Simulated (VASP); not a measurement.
An input for Quantum ESPRESSO's pw.x (written as the equivalent of a VASP run, and not itself run):

```
&CONTROL
  calculation = 'vc-relax'
  pseudo_dir = './pseudo'
  outdir = './out'
  tprnfor = .true.
  tstress = .true.
  nstep = 60
  forc_conv_thr = 0.00039
/
&SYSTEM
  ibrav = 0
  nat = 2
  ntyp = 2
  ecutwfc = 84
  occupations = 'smearing'
  smearing = 'gaussian'
  degauss = 0.003675
  input_dft = 'pw91'
/
&ELECTRONS
  conv_thr = 7.3e-08
  electron_maxstep = 100
/
&IONS
/
&CELL
/
ATOMIC_SPECIES
  Al 26.982 Al.upf
  N 14.007 N.upf
CELL_PARAMETERS angstrom
     0.0000000    2.1900000    2.1900000
     2.1900000    0.0000000    2.1900000
     2.1900000    2.1900000    0.0000000
ATOMIC_POSITIONS crystal
  Al   0.0000000  0.0000000  0.0000000
  N    0.2500000  0.2500000  0.2500000
K_POINTS automatic
  9 9 9 0 0 0
```

**Question.** Translate this input to VASP (INCAR, KPOINTS, POSCAR, choice of POTCAR).

**Answer.** This is not unique; one that fits is 
**INCAR**
```
SYSTEM = AlN
PREC = Accurate
ENCUT = 520
EDIFF = 1E-6
NELM = 100
ALGO = Normal
LREAL = .FALSE.
LASPH = .TRUE.
ISMEAR = 0
SIGMA = 0.05
GGA = 91
LWAVE = .FALSE.
LCHARG = .FALSE.
IBRION = 2
ISIF = 3
NSW = 60
EDIFFG = -0.01
```

**POSCAR**
```
AlN
1
    0.0000000000     2.1900000000     2.1900000000
    2.1900000000     0.0000000000     2.1900000000
    2.1900000000     2.1900000000     0.0000000000
Al N
1 1
Direct
  0.0000000000   0.0000000000   0.0000000000
  0.2500000000   0.2500000000   0.2500000000
```

### KPOINTS
```
Regular mesh
0
Gamma
 9 9 9
```

POTCAR, in this order: Al N (PBE.64 set). Program: vasp_std.

What does not carry over: the potentials are each code's own (VASP's PAW set, PseudoDojo norm-conserving files in pw.x), so ENCUT and ecutwfc are chosen apart and not converted; conv_thr bounds pw.x's estimated SCF error, while EDIFF bounds the energy change between steps; forc_conv_thr acts on force components and is met together with etot_conv_thr.

The compound is AlN in the zinc blende structure, a metastable form; wurtzite is the usual one. This run relaxes it. Symmetry was kept, so distortions that lower it aren't found.
